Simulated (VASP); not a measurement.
Consider the following.

```xyz
63
Lattice="10.9371 0.0000 0.0000 0.0000 10.9371 0.0000 0.0000 0.0000 10.9371" Properties=species:S:1:pos:R:3 pbc="T T T"
Si     5.4685     0.0000     0.0000
Si     6.8357     1.3671     1.3671
Si     8.2028     2.7343     0.0000
Si     9.5699     4.1014     1.3671
Si     8.2028     0.0000     2.7343
Si     9.5699     1.3671     4.1014
Si     0.0000     0.0000     0.0000
Si     1.3671     1.3671     1.3671
Si     2.7343     2.7343     0.0000
Si     4.1014     4.1014     1.3671
Si     5.4685     5.4685     0.0000
Si     6.8357     6.8357     1.3671
Si     8.2028     8.2028     0.0000
Si     9.5699     9.5699     1.3671
Si     2.7343     0.0000     2.7343
Si     4.1014     1.3671     4.1014
Si     5.4583     2.7615     2.7609
Si     8.1810     5.4373     2.7314
Si     9.5699     6.8357     4.1014
Si     5.4685     0.0000     5.4685
Si     6.8357     1.3671     6.8357
Si     8.1707     2.7462     5.4661
Si     9.5699     4.1014     6.8357
Si     8.2028     0.0000     8.2028
Si     9.5699     1.3671     9.5699
Si     0.0000     5.4685     0.0000
Si     1.3671     6.8357     1.3671
Si     2.7343     8.2028     0.0000
Si     4.1014     9.5699     1.3671
Si     0.0000     2.7343     2.7343
Si     1.3671     4.1014     4.1014
Si     2.7343     5.4685     2.7343
Si     4.1014     6.8357     4.1014
Si     5.4685     8.2028     2.7343
Si     6.8357     9.5699     4.1014
Si     0.0000     0.0000     5.4685
Si     1.3671     1.3671     6.8357
Si     2.7343     2.7343     5.4685
Si     4.1014     4.1014     6.8357
Si     6.8357     6.8357     6.8357
Si     8.2028     8.2028     5.4685
Si     9.5699     9.5699     6.8357
Si     2.7343     0.0000     8.2028
Si     4.1014     1.3671     9.5699
Si     5.4685     2.7343     8.2028
Si     6.8357     4.1014     9.5699
Si     8.2028     5.4685     8.2028
Si     9.5699     6.8357     9.5699
Si     0.0000     8.2028     2.7343
Si     1.3671     9.5699     4.1014
Si     0.0000     5.4685     5.4685
Si     1.3671     6.8357     6.8357
Si     2.7343     8.2028     5.4685
Si     4.1014     9.5699     6.8357
Si     0.0000     2.7343     8.2028
Si     1.3671     4.1014     9.5699
Si     2.7343     5.4685     8.2028
Si     4.1014     6.8357     9.5699
Si     5.4685     8.2028     8.2028
Si     6.8357     9.5699     9.5699
Si     0.0000     8.2028     8.2028
Si     1.3671     9.5699     9.5699
C      5.5004     5.4196     5.4736
```
Cell charge -1.

Method: PBE GGA, VASP's PBE PAW potentials (set 64) (plane waves; VASP). Run with PREC = Normal, LREAL = Auto, ISYM = 0, NELECT = 253.0, EDIFF = 1E-5, 400 eV cut-off, 1×1×1 Γ-centred mesh, Gaussian smearing of 0.050 eV, potentials Si C. Starting moments (MAGMOM): 63*0.0476. The cell's moment is fixed (NUPDOWN = 3).

The cell is charged, with a uniform compensating background. The supercell is sampled at Γ alone, which is coarse: total energies, pressure and levels can be off, energies of defects by several tenths of an eV.

Question: The ions are relaxed. Give the cell that the relaxation ends in.

Answer: 
```xyz
63
Lattice="10.9371 0.0000 0.0000 0.0000 10.9371 0.0000 0.0000 0.0000 10.9371" Properties=species:S:1:pos:R:3 pbc="T T T"
Si     5.4720    10.9272    10.9283
Si     6.8522     1.3529     1.3540
Si     8.2162     2.7199    10.9192
Si     9.5831     4.0837     1.3538
Si     8.2162    10.9185     2.7213
Si     9.5832     1.3533     4.0858
Si     0.0012    10.9346    10.9354
Si     1.3966     1.3566     1.3575
Si     2.7565     2.7475     0.0061
Si     4.1510     4.0818     1.4089
Si     5.4739     5.4619     0.0112
Si     6.8546     6.7841     1.4086
Si     8.1885     8.1795     0.0062
Si     9.5792     9.5396     1.3579
Si     2.7568     0.0047     2.7482
Si     4.1514     1.4074     4.0821
Si     5.5647     2.7465     2.7474
Si     8.1892     5.3702     2.7472
Si     9.5281     6.7842     4.0822
Si     5.4743     0.0103     5.4627
Si     6.8545     1.4080     6.7855
Si     8.1892     2.7470     5.3720
Si     9.5281     4.0820     6.7860
Si     8.1884     0.0047     8.1799
Si     9.5793     1.3567     9.5401
Si     0.0087     5.4639    10.9283
Si     1.4049     6.8084     1.4135
Si     2.7306     8.2051     0.0290
Si     4.1279     9.5310     1.4138
Si     0.0178     2.7201     2.7211
Si     1.3740     4.0946     4.0957
Si     2.8233     5.4582     2.8282
Si     4.2445     6.6916     4.3788
Si     5.4778     8.1117     2.8281
Si     6.8412     9.5614     4.0961
Si     0.0088    10.9271     5.4652
Si     1.4049     1.4125     6.8095
Si     2.8237     2.8266     5.4590
Si     4.2445     4.3773     6.6924
Si     6.5582     6.6912     6.6927
Si     8.1089     8.1114     5.4595
Si     9.5235     9.5308     6.8096
Si     2.7308     0.0281     8.2066
Si     4.1277     1.4128     9.5323
Si     5.4777     2.8269     8.1134
Si     6.8410     4.0943     9.5628
Si     8.1088     5.4584     8.1139
Si     9.5237     6.8086     9.5323
Si    10.9306     8.1791     2.7484
Si     1.3841     9.5520     4.0957
Si    10.9256     5.4621     5.4629
Si     1.3512     6.8422     6.8431
Si     2.7427     8.1938     5.4869
Si     4.0938     9.5854     6.8434
Si    10.9307     2.7474     8.1800
Si     1.3840     4.0946     9.5528
Si     2.7424     5.4858     8.1944
Si     4.0937     6.8422     9.5856
Si     5.4500     8.1937     8.1944
Si     6.8411     9.5520     9.5528
Si    10.9080     8.2051     8.2067
Si     1.3678     9.5685     9.5694
C      5.1115     5.8250     5.8253
```
Cell charge -1. The cell ends with 3.00 μB, on the first 30 sites 0.02 0.01 0.00 0.01 0.00 0.01 0.01 0.00 0.02 0.01 0.01 0.01 0.02 0.00 0.02 0.01 0.17 0.17 0.01 0.01 0.01 0.17 0.01 0.02 0.00 0.02 0.00 0.01 0.00 0.00 μB.

Question: How much energy does the relaxation gain?

Answer: The energy (σ→0) changes by -42.6 meV/atom, in 20 ionic steps.

The cell is a supercell with a defect, built from Si (diamond): C_Si-vac_Si, charge -1.
